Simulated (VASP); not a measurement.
Method: LDA (Ceperley-Alder, Perdew-Zunger), VASP's LDA PAW potentials (set 64) (plane waves; VASP).

VASP ran on this input.

### KPOINTS
```
K-points
0
G
9 9 5
```

### POSCAR
```
GaN
1
    1.5796258099    -2.7359921227     0.0000000000
    1.5796258099     2.7359921227     0.0000000000
    0.0000000000     0.0000000000     5.1435642164
Ga N
2 2
Direct
  0.6666670000   0.3333330000   0.5000507569
  0.3333330000   0.6666670000   0.0000507569
  0.6666670000   0.3333330000   0.8769492431
  0.3333330000   0.6666670000   0.3769492431
```

**INCAR**
```
! general
SYSTEM =GaN
PREC   =Accurate
ENCUT  =520
LREAL  =.FALSE.   ! projection in real space or not
LASPH  =.TRUE.   ! aspherical one-centre terms

! electronic loop
EDIFF  =1E-7   ! SCF stop (eV)
NELM   =100   ! most electronic steps
ALGO   =Normal
LMAXMIX=4   ! l cut-off of mixed one-centre charges

! smearing
ISMEAR =-5   ! tetrahedra, Bloechl

! ions
ISIF   =2

! output
LWAVE  =.FALSE.
LCHARG =.TRUE.
LORBIT =11
NEDOS  =601   ! DOS grid

! other
LEFG   =.TRUE.
```

POTCAR, in this order: Ga_d N (LDA.64 set). Program: vasp_std.

Output

File OUTCAR:
```
 ion  position               nearest neighbor table
   1  0.667  0.333  0.500-   4 1.93   4 1.93   4 1.93   3 1.94
   2  0.333  0.667  0.000-   3 1.93   3 1.93   3 1.93   4 1.94
   3  0.667  0.333  0.877-   2 1.93   2 1.93   2 1.93   1 1.94
   4  0.333  0.667  0.377-   1 1.93   1 1.93   1 1.93   2 1.94
  LATTYP: Found a hexagonal cell.
 ALAT       =     3.1592515878
 C/A-ratio  =     1.6280957922
 Subroutine PRICEL returns:
 Original cell was already a primitive cell.
 Subroutine GETGRP returns: Found 12 space group operations
The static configuration has the point symmetry C_3v.
 The point group associated with its full space group is C_6v.
The dynamic configuration has the point symmetry C_3v.
 Subroutine INISYM returns: Found 12 space group operations
 Subroutine IBZKPT returns following result:
 Found     36 irreducible k-points:

 Following reciprocal coordinates:
            Coordinates               Weight
  0.000000  0.000000  0.000000      1.000000
  0.111111  0.000000  0.000000      6.000000
  0.222222 -0.000000  0.000000      6.000000
  0.333333 -0.000000  0.000000      6.000000
  0.444444 -0.000000  0.000000      6.000000
  0.111111  0.111111  0.000000      6.000000
  0.222222  0.111111  0.000000     12.000000
  0.333333  0.111111  0.000000     12.000000
  0.444444  0.111111  0.000000      6.000000
  0.222222  0.222222  0.000000      6.000000
  0.333333  0.222222  0.000000     12.000000
  0.333333  0.333333  0.000000      2.000000
  0.000000  0.000000  0.200000      2.000000
  0.111111  0.000000  0.200000     12.000000
  0.222222 -0.000000  0.200000     12.000000
  0.333333 -0.000000  0.200000     12.000000
  0.444444 -0.000000  0.200000     12.000000
  0.111111  0.111111  0.200000     12.000000
  0.222222  0.111111  0.200000     24.000000
  0.333333  0.111111  0.200000     24.000000
  0.444444  0.111111  0.200000     12.000000
  0.222222  0.222222  0.200000     12.000000
  0.333333  0.222222  0.200000     24.000000
  0.333333  0.333333  0.200000      4.000000
  0.000000  0.000000  0.400000      2.000000
  0.111111  0.000000  0.400000     12.000000
  0.222222 -0.000000  0.400000     12.000000
  0.333333 -0.000000  0.400000     12.000000
  0.444444 -0.000000  0.400000     12.000000
  0.111111  0.111111  0.400000     12.000000
  0.222222  0.111111  0.400000     24.000000
  0.333333  0.111111  0.400000     24.000000
  0.444444  0.111111  0.400000     12.000000
  0.222222  0.222222  0.400000     12.000000
  0.333333  0.222222  0.400000     24.000000
  0.333333  0.333333  0.400000      4.000000
   k-points           NKPTS =     36   k-points in BZ     NKDIM =     36   number of bands    NBANDS=     22
   number of dos      NEDOS =    601   number of ions     NIONS =      4
   total plane-waves  NPLWV =  23040
   dimension x,y,z NGX =    24 NGY =   24 NGZ =   40
   dimension x,y,z NGXF=    48 NGYF=   48 NGZF=   80
   ions per type =               2   2
   PREC   = accura    normal or accurate (medium, high low for compatibility)
   ISTART =      0    job   : 0-new  1-cont  2-samecut
   ICHARG =      2    charge: 1-file 2-atom 10-const
   ISPIN  =      1    spin polarized calculation?
   LNONCOLLINEAR =      F non collinear calculations
   LSORBIT =      F    spin-orbit coupling
   INIWAV =      1    electr: 0-lowe 1-rand  2-diag
   ENCUT  =  520.0 eV  38.22 Ry    6.18 a.u.   5.87  5.87  9.56*2*pi/ulx,y,z
   NELM   =    100;   NELMIN=  2; NELMDL= -5     # of ELM steps
   EDIFF  = 0.1E-06   stopping-criterion for ELM
   LREAL  =      F    real-space projection
   NLSPLINE    = F    spline interpolate recip. space projectors
   LMAXMIX     =    4 max onsite mixed and CHGCAR
...
```

**OSZICAR**
```
       N       E                     dE             d eps       ncg     rms          rms(c)
DAV:   1     0.270572628895E+03    0.27057E+03   -0.18726E+04  1708   0.307E+03
DAV:   2     0.270565535544E+01   -0.26787E+03   -0.26054E+03  1752   0.522E+02
DAV:   3    -0.307878172020E+02   -0.33493E+02   -0.33259E+02  1848   0.153E+02
DAV:   4    -0.320375714758E+02   -0.12498E+01   -0.12449E+01  2230   0.310E+01
DAV:   5    -0.320581037448E+02   -0.20532E-01   -0.20521E-01  1800   0.338E+00    0.108E+01
DAV:   6    -0.279246472267E+02    0.41335E+01   -0.15640E+01  2890   0.599E+01    0.319E+00
DAV:   7    -0.279712900420E+02   -0.46643E-01   -0.15413E+00  1722   0.985E+00    0.258E+00
DAV:   8    -0.279337180074E+02    0.37572E-01   -0.32747E-01  2744   0.760E+00    0.970E-01
DAV:   9    -0.279100201988E+02    0.23698E-01   -0.11820E-01  2760   0.559E+00    0.295E-01
DAV:  10    -0.279111316345E+02   -0.11114E-02   -0.54892E-03  2076   0.902E-01    0.125E-01
DAV:  11    -0.279105721888E+02    0.55945E-03   -0.26962E-03  2552   0.955E-01    0.179E-02
DAV:  12    -0.279106017403E+02   -0.29551E-04   -0.29664E-04  1704   0.125E-01    0.194E-02
DAV:  13    -0.279106021792E+02   -0.43896E-06   -0.89741E-05  2774   0.140E-01    0.243E-02
DAV:  14    -0.279105970852E+02    0.50940E-05   -0.21416E-05  2570   0.608E-02    0.594E-03
DAV:  15    -0.279105970599E+02    0.25296E-07   -0.22739E-06  2168   0.119E-02    0.612E-04
DAV:  16    -0.279105970612E+02   -0.12597E-08   -0.97073E-08  1262   0.274E-03
   1 F= -.27910597E+02 E0= -.27910597E+02  d E =0.000000E+00
```

**OUTCAR**
```
------------------------ aborting loop because EDIFF is reached ----------------------------------------
  FORCE on cell =-STRESS in cart. coord.  units (eV):
  Direction    XX          YY          ZZ          XY          YZ          ZX
  --------------------------------------------------------------------------------------
  Total       -0.0408409     -0.0408409      0.0270122      0.0000000      0.0000000      0.0000000
  in kB       -1.4717782     -1.4717781      0.9734372      0.0000000      0.0000000      0.0000000
  external PRESSURE =      -0.6567064 kB  Pullay stress =       0.0000000 kB
  volume of cell :       44.46
      direct lattice vectors                 reciprocal lattice vectors
     1.579625810 -2.735992123  0.000000000     0.316530660 -0.182749064  0.000000000
     1.579625810  2.735992123  0.000000000     0.316530660  0.182749064  0.000000000
     0.000000000  0.000000000  5.143564216     0.000000000  0.000000000  0.194417715
  FREE ENERGIE OF THE ION-ELECTRON SYSTEM (eV)
  ---------------------------------------------------
  free  energy   TOTEN  =       -27.9105970612 eV

  energy  without entropy=      -27.9105970612  energy(sigma->0) =      -27.91059706

 total charge

# of ion       s       p       d       tot
------------------------------------------
    1        0.801   0.942  10.195  11.938
    2        0.801   0.942  10.195  11.938
    3        1.209   2.511   0.000   3.719
    4        1.209   2.511   0.000   3.719
--------------------------------------------------
tot          4.020   6.905  20.390  31.315

 Electric field gradients after diagonalization (V/A^2)
 (convention: |V_zz| > |V_xx| > |V_yy|)
----------------------------------------------------------------------
 ion       V_xx      V_yy      V_zz     asymmetry (V_yy - V_xx)/ V_zz
----------------------------------------------------------------------
   1      -2.430    -2.423     4.853       0.002
   2      -2.430    -2.423     4.853       0.002
   3      -0.368    -0.365     0.732       0.004
   4      -0.368    -0.365     0.732       0.004
```
(Selected blocks of OUTCAR.)

The compound is GaN in the wurtzite structure. It was relaxed first.
